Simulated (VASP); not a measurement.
Computed with PBE GGA, VASP's PBE PAW potentials (set 64) (plane waves; VASP 6.6.1).

The input files of a VASP run:

**POSCAR**
```
GaN
1
    0.0000000000     2.2750713718     2.2750713718
    2.2750713718     0.0000000000     2.2750713718
    2.2750713718     2.2750713718     0.0000000000
Ga N
1 1
Direct
  0.0000000000   0.0000000000   0.0000000000
  0.2500000000   0.2500000000   0.2500000000
```

File KPOINTS:
```
Automatic mesh
0
Gamma
9 9 9
0 0 0
```

INCAR:
```
ALGO=Normal
EDIFF=1E-6
ENCUT=520
GGA=PE
ISMEAR=0
LASPH=.TRUE.
LCHARG=.TRUE.
LMAXMIX=4
LREAL=.FALSE.
LWAVE=.FALSE.
NELM=100
PREC=Accurate
SIGMA=0.05
SYSTEM=GaN
```

POTCAR, in this order: Ga_d N (PBE.64 set). Program: vasp_std.

Q: Predict the energy per atom (σ→0), band gap (on the k-mesh).

A: 
```
Quantity                           Value
------------------------  --------------
energy per atom (σ→0)     -6.077 eV/atom
band gap (on the k-mesh)         1.54 eV
```

### OSZICAR
```
...
DAV:   7    -0.121621952545E+02   -0.88767E-02   -0.34152E-01   915   0.817E+00    0.177E+00
DAV:   8    -0.121587941885E+02    0.34011E-02   -0.76192E-02  1038   0.436E+00    0.848E-01
DAV:   9    -0.121531437426E+02    0.56504E-02   -0.22006E-02  1372   0.363E+00    0.207E-01
DAV:  10    -0.121535344461E+02   -0.39070E-03   -0.17999E-03  1045   0.670E-01    0.900E-02
DAV:  11    -0.121534444705E+02    0.89976E-04   -0.35202E-04  1380   0.360E-01    0.100E-02
DAV:  12    -0.121534504358E+02   -0.59653E-05   -0.32821E-05   960   0.766E-02    0.845E-03
DAV:  13    -0.121534502201E+02    0.21575E-06   -0.16920E-06   901   0.126E-02
   1 F= -.12153450E+02 E0= -.12153450E+02  d E =-.316975E-11
```

The compound is GaN in the zinc blende structure, a metastable form; wurtzite is the usual one. It was relaxed first.
